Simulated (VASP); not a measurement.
Given:

```
CELL_PARAMETERS angstrom
      3.40811     0.00000     0.00000
      0.00000     3.40811     0.00000
      0.00000     0.00000     3.40811
ATOMIC_POSITIONS crystal
  Si 0.00000 0.00000 0.00000
  Ni 0.00000 0.50000 0.50000
  Ni 0.50000 0.00000 0.50000
  Ni 0.50000 0.50000 0.00000
```

Computed with LDA (Ceperley-Alder, Perdew-Zunger), VASP's LDA PAW potentials (set 64) (plane waves; VASP 6.6.1). Run with 500 eV cut-off, 9×9×9 Γ-centred mesh, first-order Methfessel-Paxton smearing of 0.10 eV, potentials Si Ni.

Task: What does the run give for the energy per atom (σ→0), pressure, band gap (on the k-mesh) with the smallest direct gap where there is one?

Result: 
```yaml
band gap (on the k-mesh): none (metal, semimetal or under 0.01 eV)
energy per atom (σ→0): -6.978 eV/atom
pressure: 4.85 GPa
```

The absolute energy has meaning only against runs of the same code, potentials and settings.

The compound is Ni3Si in the L1_2 structure. It was relaxed first under an external pressure of 5 GPa. The run is not spin-polarised, so no magnetic state was tried.
